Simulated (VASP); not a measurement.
Method: PBE GGA, VASP's PBE PAW potentials (set 64) (plane waves; VASP).

A VASP calculation is set up with these files.

**POSCAR**
```
NbAl
1.0
  0.0000000000   3.2908970000   3.2908970000
  3.2908970000   0.0000000000   3.2908970000
  3.2908970000   3.2908970000   0.0000000000
Nb Al
1 1
Direct
  0.0000000000   0.0000000000   0.0000000000
  0.2500000000   0.2500000000   0.2500000000
```

### KPOINTS
```
K-points
0
G
9 9 9
0 0 0
```

**INCAR**
```
# general
SYSTEM  = NbAl
PREC    = Accurate
ENCUT   = 400
LREAL   = .FALSE.
LASPH   = .TRUE.

# electronic loop
EDIFF   = 1E-6
NELM    = 100
ALGO    = Normal
LMAXMIX = 4

# smearing
ISMEAR  = 1
SIGMA   = 0.1

# functional
GGA     = PE

# ions
IBRION  = 2
NSW     = 60
ISIF    = 3
EDIFFG  = -0.01

# output
LWAVE   = .FALSE.
LCHARG  = .FALSE.
```

POTCAR, in this order: Nb_sv Al (PBE.64 set). Program: vasp_std.

What VASP printed:

### OUTCAR
```
 ion  position               nearest neighbor table
   1  0.000  0.000  0.000-   2 2.85   2 2.85   2 2.85   2 2.85
   2  0.250  0.250  0.250-   1 2.85   1 2.85   1 2.85   1 2.85
  LATTYP: Found a face centered cubic cell.
 ALAT       =     6.5817940000
 Subroutine PRICEL returns:
 Original cell was already a primitive cell.
 Subroutine GETGRP returns: Found 24 space group operations
The static configuration has the point symmetry T_d .
The dynamic configuration has the point symmetry T_d .
 Subroutine INISYM returns: Found 24 space group operations
 Subroutine IBZKPT returns following result:
 Found     35 irreducible k-points:

 Following reciprocal coordinates:
            Coordinates               Weight
  0.000000  0.000000  0.000000      1.000000
  0.111111  0.000000  0.000000      8.000000
  0.222222  0.000000  0.000000      8.000000
  0.333333  0.000000  0.000000      8.000000
  0.444444  0.000000  0.000000      8.000000
  0.111111  0.111111  0.000000      6.000000
  0.222222  0.111111  0.000000     24.000000
  0.333333  0.111111  0.000000     24.000000
  0.444444  0.111111  0.000000     24.000000
 -0.444444  0.111111  0.000000     24.000000
 -0.333333  0.111111  0.000000     24.000000
 -0.222222  0.111111  0.000000     24.000000
 -0.111111  0.111111  0.000000     12.000000
  0.222222  0.222222  0.000000      6.000000
  0.333333  0.222222  0.000000     24.000000
  0.444444  0.222222  0.000000     24.000000
 -0.444444  0.222222  0.000000     24.000000
 -0.333333  0.222222  0.000000     24.000000
 -0.222222  0.222222  0.000000     12.000000
  0.333333  0.333333  0.000000      6.000000
  0.444444  0.333333  0.000000     24.000000
 -0.444444  0.333333  0.000000     24.000000
 -0.333333  0.333333  0.000000     12.000000
  0.444444  0.444444  0.000000      6.000000
 -0.444444  0.444444  0.000000     12.000000
  0.333333  0.222222  0.111111     24.000000
  0.444444  0.222222  0.111111     48.000000
 -0.444444  0.222222  0.111111     48.000000
  0.444444  0.333333  0.111111     24.000000
 -0.444444  0.333333  0.111111     48.000000
 -0.333333  0.333333  0.111111     48.000000
 -0.222222  0.333333  0.111111     24.000000
 -0.444444  0.444444  0.111111     24.000000
 -0.333333  0.444444  0.111111     24.000000
 -0.333333  0.444444  0.222222     24.000000
   k-points           NKPTS =     35   k-points in BZ     NKDIM =     35   number of bands    NBANDS=     12
   number of dos      NEDOS =    301   number of ions     NIONS =      2
   total plane-waves  NPLWV =  27000
   dimension x,y,z NGX =    30 NGY =   30 NGZ =   30
   dimension x,y,z NGXF=    60 NGYF=   60 NGZF=   60
   ions per type =               1   1
   PREC   = accura    normal or accurate (medium, high low for compatibility)
   ISTART =      0    job   : 0-new  1-cont  2-samecut
   ICHARG =      2    charge: 1-file 2-atom 10-const
   ISPIN  =      1    spin polarized calculation?
   LNONCOLLINEAR =      F non collinear calculations
   LSORBIT =      F    spin-orbit coupling
   INIWAV =      1    electr: 0-lowe 1-rand  2-diag
   ENCUT  =  400.0 eV  29.40 Ry    5.42 a.u.   7.59  7.59  7.59*2*pi/ulx,y,z
   NELM   =    100;   NELMIN=  2; NELMDL= -5     # of ELM steps
   EDIFF  = 0.1E-05   stopping-criterion for ELM
   LREAL  =      F    real-space projection
   NLSPLINE    = F    spline interpolate recip. space projectors
   LMAXMIX     =    4 max onsite mixed and CHGCAR
   VOSKOWN=      0    Vosko Wilk Nusair interpolation
   EDIFFG = -.1E-01   stopping-criterion for IOM
   NSW    =     60    number of steps for IOM
   NBLOCK =      1;   KBLOCK =     60    inner block; outer block
   IBRION =      2    ionic relax: 0-MD 1-quasi-New 2-CG
...
```

OSZICAR:
```
       N       E                     dE             d eps       ncg     rms          rms(c)
DAV:   1     0.744663695111E+02    0.74466E+02   -0.69016E+03   992   0.964E+02
DAV:   2    -0.557803198129E+01   -0.80044E+02   -0.77252E+02  1024   0.285E+02
DAV:   3    -0.108253274479E+02   -0.52473E+01   -0.49931E+01  1504   0.518E+01
DAV:   4    -0.110099319445E+02   -0.18460E+00   -0.18070E+00  1116   0.103E+01
DAV:   5    -0.110258162668E+02   -0.15884E-01   -0.15808E-01  1504   0.269E+00    0.615E+00
DAV:   6    -0.997701953707E+01    0.10488E+01   -0.11333E+01  1340   0.207E+01    0.346E+00
DAV:   7    -0.974593222383E+01    0.23109E+00   -0.14403E+00  1368   0.929E+00    0.136E+00
DAV:   8    -0.975946953263E+01   -0.13537E-01   -0.35095E-02  1088   0.172E+00    0.284E-01
DAV:   9    -0.976065651287E+01   -0.11870E-02   -0.36947E-03  1412   0.535E-01    0.776E-02
DAV:  10    -0.976069309234E+01   -0.36579E-04   -0.62788E-05  1140   0.630E-02    0.414E-02
DAV:  11    -0.976070495159E+01   -0.11859E-04   -0.19459E-05  1352   0.415E-02    0.521E-03
DAV:  12    -0.976070490587E+01    0.45723E-07   -0.80518E-07   832   0.743E-03
   1 F= -.97607049E+01 E0= -.97611670E+01  d E =-.976070E+01
       N       E                     dE             d eps       ncg     rms          rms(c)
DAV:   1    -0.287085571620E+02   -0.18948E+02   -0.45253E+02   988   0.297E+02    0.278E+01
DAV:   2    -0.113821989184E+02    0.17326E+02   -0.36979E+01  1204   0.760E+01    0.971E+00
DAV:   3    -0.103101351205E+02    0.10721E+01   -0.14461E+01  1652   0.343E+01    0.550E+00
DAV:   4    -0.106429212100E+02   -0.33279E+00   -0.50694E+00  1384   0.184E+01    0.290E+00
DAV:   5    -0.103105994186E+02    0.33232E+00   -0.17007E+00  1356   0.125E+01    0.187E+00
DAV:   6    -0.103873249012E+02   -0.76725E-01   -0.75128E-02  1488   0.265E+00    0.103E+00
DAV:   7    -0.104286999924E+02   -0.41375E-01   -0.13823E-01  1548   0.327E+00    0.366E-01
DAV:   8    -0.104261851524E+02    0.25148E-02   -0.84679E-03  1260   0.940E-01    0.175E-01
DAV:   9    -0.104259379434E+02    0.24721E-03   -0.12965E-03  1372   0.349E-01    0.666E-02
DAV:  10    -0.104258968626E+02    0.41081E-04   -0.22527E-04  1416   0.156E-01    0.141E-02
DAV:  11    -0.104258969781E+02   -0.11555E-06   -0.11611E-05  1296   0.252E-02    0.791E-03
DAV:  12    -0.104258951595E+02    0.18187E-05   -0.15036E-05  1404   0.307E-02    0.505E-03
DAV:  13    -0.104258947457E+02    0.41375E-06   -0.47834E-07   540   0.750E-03
   2 F= -.10425895E+02 E0= -.10426928E+02  d E =-.665190E+00
       N       E                     dE             d eps       ncg     rms          rms(c)
DAV:   1    -0.104292462695E+02   -0.33511E-02   -0.75306E-02  1048   0.401E+00    0.366E-01
DAV:   2    -0.104263098069E+02    0.29365E-02   -0.15478E-02  1296   0.143E+00    0.138E-01
DAV:   3    -0.104260351283E+02    0.27468E-03   -0.60491E-04  1216   0.184E-01    0.511E-02
DAV:   4    -0.104260207052E+02    0.14423E-04   -0.34893E-04  1412   0.138E-01    0.301E-02
DAV:   5    -0.104260404739E+02   -0.19769E-04   -0.30245E-05  1036   0.581E-02    0.179E-02
DAV:   6    -0.104260514959E+02   -0.11022E-04   -0.60283E-05  1608   0.596E-02    0.341E-03
DAV:   7    -0.104260507524E+02    0.74349E-06   -0.19145E-06   756   0.130E-02
   3 F= -.10426051E+02 E0= -.10427072E+02  d E =-.665346E+00
```

OUTCAR:
```
------------------------ aborting loop because EDIFF is reached ----------------------------------------
  FORCE on cell =-STRESS in cart. coord.  units (eV):
  Direction    XX          YY          ZZ          XY          YZ          ZX
  --------------------------------------------------------------------------------------
  Total        0.0076715      0.0076715      0.0076715     -0.0000000      0.0000000      0.0000000
  in kB        0.2329841      0.2329841      0.2329841     -0.0000000      0.0000000      0.0000000
  external PRESSURE =       0.2329841 kB  Pullay stress =       0.0000000 kB
  volume of cell :       52.76
      direct lattice vectors                 reciprocal lattice vectors
     0.000000000  2.976765442  2.976765442    -0.167967551  0.167967551  0.167967551
     2.976765442  0.000000000  2.976765442     0.167967551 -0.167967551  0.167967551
     2.976765442  2.976765442  0.000000000     0.167967551  0.167967551 -0.167967551
 POSITION                                       TOTAL-FORCE (eV/Angst)
 -----------------------------------------------------------------------------------
      0.00000      0.00000      0.00000         0.000000      0.000000      0.000000
      1.48838      1.48838      1.48838        -0.000000     -0.000000     -0.000000
 -----------------------------------------------------------------------------------
    total drift:                                0.000001      0.000001      0.000001
  FREE ENERGIE OF THE ION-ELECTRON SYSTEM (eV)
  ---------------------------------------------------
  free  energy   TOTEN  =       -10.4260507524 eV

  energy  without entropy=      -10.4291146985  energy(sigma->0) =      -10.42707207

 reached required accuracy - stopping structural energy minimisation
```
(Selected blocks of OUTCAR.)

### CONTCAR
```
NbAl
   1.00000000000000
     0.0000000000000000    2.9767654420778444    2.9767654420778444
     2.9767654420778444    0.0000000000000000    2.9767654420778444
     2.9767654420778444    2.9767654420778444    0.0000000000000000
  Nb              Al
     1     1
Direct
     0.0000000000000000    0.0000000000000000    0.0000000000000000
     0.2500000000000000    0.2500000000000000    0.2500000000000000
```

Energy and stress use the plane-wave basis of the starting cell.

The structure was generated: NbAl was put into the zinc blende type (F-43m), which need not be its known phase. This run relaxes it. Symmetry was kept, so distortions that lower it aren't found.
